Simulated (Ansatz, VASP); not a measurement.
**Two plane-wave programs on Si6P**

```
Si P
1.0
     4.70140    0.00000    0.00000
     0.00000    4.70140    0.00000
     0.00000    0.00000    4.70140
Si P
6 1
Direct
  0.19895 0.50000 0.50000
  0.50000 0.50000 0.80105
  0.50000 0.50000 0.19895
  0.50000 0.19895 0.50000
  0.50000 0.80105 0.50000
  0.80105 0.50000 0.50000
  0.00000 0.00000 0.00000
```

Change from the starting cell: species swapped into the GdB6 type (Pm-3m, No. 221).

Alike in both runs: task relaxation of cell and atoms; functional PBE; k mesh 4 × 4 × 4; occupations gaussian, width 0.1 eV; no spin polarisation.

|  | VASP | Ansatz |
| --- | --- | --- |
| version | VASP 6.6.1 | Ansatz 0.2.0 |
| potentials or method | VASP PAW PBE potentials, release 64 (Si, P) | scalar-relativistic, plane waves, PAW |
| plane-wave cutoff (eV) | 600 | 420 |
| valence electrons in the cell | 29 | 29 |

Ansatz gave:

| Item | Value |
| --- | --- |
| gap on the k mesh at the Fermi level, each at its own relaxed structure (eV) | none |
| relaxed volume (Å³/atom) | 27.09 |
| relaxed cell length with the largest relative difference (Å) | 5.745 |
| energy change over the relaxation (meV/atom) | -2144 |

Which values does VASP return?

gap on the k mesh at the Fermi level, each at its own relaxed structure (eV): none; relaxed volume (Å³/atom): 27.08; relaxed cell length with the largest relative difference (Å): 5.744; energy change over the relaxation (meV/atom): -2127.

A gap of «none» marks a metal or a gap that the smearing closes.

Caveats: the volume moved by over 15 % at a fixed basis, so the end points are rough (VASP).
